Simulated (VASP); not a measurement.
Computed with PBE GGA, VASP's PBE PAW potentials (set 64) (plane waves; VASP 6.6.1).

VASP input:

**INCAR**
```
SIGMA = 0.05   ! width (eV)
NELM = 100
LMAXMIX = 6   ! l cut-off of mixed one-centre charges
ALGO = Normal
EDIFF = 1E-6
PREC = Accurate
SYSTEM = HfO2
LREAL = .False.   ! projection in real space or not
GGA = PE
LCHARG = .False.
ISIF = 2   ! forces and stress, cell fixed
ENCUT = 520   ! plane-wave cut-off (eV)
LWAVE = .False.
LASPH = .True.   ! aspherical one-centre terms
ISMEAR = 0   ! Gaussian
```

### KPOINTS
```
Automatic mesh
0
Monkhorst Pack
  2 2 2
```

File POSCAR:
```
HfO2
3.6102370
  0.0000000000   0.7200302916   0.6939428076
  0.7115579947   0.0000000000   0.6939428076
  0.7115579947   0.7200302916   0.0000000000
Hf O
1 2
Cartesian
  0.0000000000   0.0000000000   0.0000000000
  0.3557789973   0.3600151458   0.3469714038
  1.0885143810   1.0800454375   1.0409142114
```

POTCAR, in this order: Hf_pv O (PBE.64 set). Program: vasp_std.

Question: Predict the energy per atom (σ→0), pressure, largest force.

Answer: 
```json
{
  "energy per atom (σ→0)": "-972.7 kJ/mol-atom",
  "pressure": "-6.03 GPa",
  "largest_force": "0.768 eV/Å"
}
```

OSZICAR:
```
...
DAV:   7    -0.302823456273E+02    0.11453E+00   -0.91923E-01   317   0.908E+00    0.283E+01
DAV:   8    -0.302573129523E+02    0.25033E-01   -0.27287E-01   324   0.542E+00    0.676E+00
DAV:   9    -0.302430391555E+02    0.14274E-01   -0.45202E-02   282   0.202E+00    0.179E+00
DAV:  10    -0.302432009448E+02   -0.16179E-03   -0.38054E-03   338   0.486E-01    0.248E-01
DAV:  11    -0.302432047299E+02   -0.37851E-05   -0.22549E-04   254   0.125E-01    0.233E-01
DAV:  12    -0.302432160497E+02   -0.11320E-04   -0.43437E-05   345   0.488E-02    0.198E-02
DAV:  13    -0.302432167195E+02   -0.66975E-06   -0.19427E-06   245   0.117E-02
   1 F= -.30243217E+02 E0= -.30243217E+02  d E =-.588707E-11
```

The compound is HfO2 in the fluorite structure, the high-temperature cubic form, which is unstable at 0 K; the monoclinic form is the stable one. The cell was not relaxed at this level, atoms are displaced from their ideal sites. The k-mesh is coarse (spacing up to 1.06 per Å, 2π included), so the numbers may not be converged in it. The run is one of a series of settings (KPOINTS 2×2×2 Monkhorst-Pack mesh against the base run), some of them coarse on purpose.
